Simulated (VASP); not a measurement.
**Band gap of diamond and zinc-blende semiconductors: measurement against PBE-D3(BJ)**

Computed values from VASP (plane waves, PAW); cells keep the symmetry of their structure type. No spin-orbit coupling. Gaps are read over mesh and path in cells relaxed at that level.

Here x stands for PBE-D3(BJ) gap and y for measured gap.

```
solid  PBE-D3(BJ) gap (eV)  measured gap (eV)  cut-off (eV)            basis of the measured value
-----  -------------------  -----------------  ------------  -------------------------------------
GaAs                  0.41                  ?           520  low temperature, zero-point corrected
Si                    0.56               1.23           520  low temperature, zero-point corrected
InP                   0.63               1.47           520  low temperature, zero-point corrected
SiC                   1.35               2.53           520  low temperature, zero-point corrected
AlAs                  1.44               2.28           520  low temperature, zero-point corrected
ZnS                   2.17               3.94           520  low temperature, zero-point corrected
```

Taking a straight line for y over the 5 complete rows: With u = x - 1.2, the rows have u = -0.6400, -0.5700, 0.1500, 0.2400, 0.9700. Means: u 0.030000, y 2.290. About the means, the sum of products is 2.7799 and the sum of squares of u is 1.7510; the slope is their ratio. Least squares gives y = 2.242 + 1.5876·u. Residuals (row less fit): 0.004, 0.133, 0.050, -0.343, 0.158; standard error 0.233 (degrees of freedom: 3). The slope is 1.59 with a standard error of 0.18. Before the fit, PBE-D3(BJ) less measured has mean -1.060, mean absolute 1.060 and median absolute 0.840 eV over these 5 rows.

Question: Predict the withheld y at x = 0.41 from the fit, and compare with measurement.

Answer: u = -0.7900, so y = 2.242 + 1.5876 × (-0.7900) = 0.988 eV. The measured value is 1.57 eV, 0.582 eV above the prediction (21.5 % of the range of y in the table). The row lies outside the fitted rows, so this is an extrapolation. From the scatter of the fitted rows alone, a prediction at this place has a standard error of 0.293 eV, so the miss is 2.0 times that.

Plain PBE-D3(BJ) misses this row by -1.16 eV. Spin-orbit coupling is left out, which can shift this property for GaAs, InP, AlAs. Fit and statistics leave out the worst relative cases, where PBE-D3(BJ) closes the gap or leaves under 0.1 eV: Ge, 0.00 against 0.79 eV measured (low temperature, zero-point corrected; Anna Miglio et al., npj Computational Materials (2020), arXiv:2011.12765). The rows are a random draw of 6 from the 6 solids that have both values on this basis (zero-point corrected by the source), of 15 computed in this series. Not drawn: V to Ni and open 4f shells, rows kept for tests, unfit runs, cells that left their space group, values derived or compiled from fits, values whose temperature is given only as extrapolated, encyclopaedia, home-page and unnamed sources, sources from 2025 on, runs on another kind of cell. Optical and fundamental gaps aren't told apart in the measured column. Measured values as quoted by these papers, many of them computational: GaAs Wei Chen et al., Physical Review Materials (2018), doi:10.1103/physrevmaterials.2.073803; Si Wei Chen et al., Physical Review Materials (2018), doi:10.1103/physrevmaterials.2.073803; InP Wei Chen et al., Physical Review Materials (2018), doi:10.1103/physrevmaterials.2.073803; SiC Wei Chen et al., Physical Review Materials (2018), doi:10.1103/physrevmaterials.2.073803; AlAs Wei Chen et al., Physical Review Materials (2018), doi:10.1103/physrevmaterials.2.073803; ZnS Wei Chen et al., Physical Review Materials (2018), doi:10.1103/physrevmaterials.2.073803.
